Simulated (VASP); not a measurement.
Consider the following.

```xyz
2
Lattice="2.9500 0.0000 0.0000 0.0000 2.9500 0.0000 0.0000 0.0000 2.9500" Properties=species:S:1:pos:R:3 pbc="T T T"
Zn     1.4750     1.4750     1.4750
Cu     0.0000     0.0000     0.0000
```

Level of theory: PBE GGA with D4 dispersion, VASP's PBE PAW potentials (set 64) (plane waves; VASP). Run with 520 eV cut-off, 11×11×11 Γ-centred mesh, first-order Methfessel-Paxton smearing of 0.10 eV, potentials Zn Cu.

Energy and stress use the plane-wave basis of the starting cell.

Q: The ions, cell shape and volume are relaxed. What does this cell relax into?

A: 
```xyz
2
Lattice="2.9237 0.0000 0.0000 0.0000 2.9237 0.0000 0.0000 0.0000 2.9237" Properties=species:S:1:pos:R:3 pbc="T T T"
Zn     1.4619     1.4619     1.4619
Cu     0.0000     0.0000     0.0000
```
Space group Pm-3m (221), at a tolerance of 0.03 Å.

Q: How do energy and volume change from the first to the last step?

A: The energy (σ→0) changes by -3.5 meV/atom and the volume by -2.6 %, in 3 ionic steps.

The compound is CuZn in the CsCl type structure. This run relaxes it. Symmetry was kept, so distortions that lower it aren't found. The electron count is odd and the run is not spin-polarised, which forces a metal.
